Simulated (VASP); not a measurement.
Data:

```
GaN
1.0
    1.63083    -2.82468     0.00000
    1.63083     2.82468     0.00000
    0.00000     0.00000     5.30738
Ga N
2 2
Direct
  0.66667   0.33333   0.50008
  0.33333   0.66667   0.00008
  0.66667   0.33333   0.87692
  0.33333   0.66667   0.37692
```

Method: revTPSS meta-GGA, VASP's PBE PAW potentials (set 64) (plane waves; VASP). Run with 520 eV cut-off, 8×8×4 Γ-centred mesh, Gaussian smearing of 0.050 eV, potentials Ga_d N.

Problem. Estimate the energy per atom (σ→0), pressure.

Solution. 
| Property | Result |
|---|---|
| energy per atom (σ→0) | -3.884 eV/atom |
| pressure | -9.72 GPa |

The absolute energy has meaning only against runs of the same code, potentials and settings.

The compound is GaN in the wurtzite structure. This cell is one point of a volume scan, at 1.06 of the reference volume.
